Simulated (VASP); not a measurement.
Given:

```
CELL_PARAMETERS angstrom
      0.00000     3.23000     3.23000
      3.23000     0.00000     3.23000
      3.23000     3.23000     0.00000
ATOMIC_POSITIONS crystal
  Te 0.50000 0.50000 0.50000
  Pb 0.00000 0.00000 0.00000
```

Level of theory: PBEsol GGA, VASP's PBE PAW potentials (set 64) (plane waves; VASP). Numerical set-up: 300 eV cut-off, 6×6×6 Γ-centred mesh, Fermi-Dirac smearing of 0.010 eV, potentials Te Pb_d.

Unless said otherwise, spin-orbit coupling is left out, though it shifts the bands of the heavy elements here.

What does the run give for the energy per atom (σ→0), band gap (on the k-mesh) with the smallest direct gap where there is one?

| Quantity | Value |
|---|---|
| band gap (on the k-mesh) | 0.67 eV |
| smallest direct gap (on the k-mesh) | 0.67 eV |
| energy per atom (σ→0) | -4.131 eV/atom |

Only differences to runs with the same potentials and settings are physical.

The structure is a typed PbTe crystal (Fm-3m). The cell was not relaxed at this level.
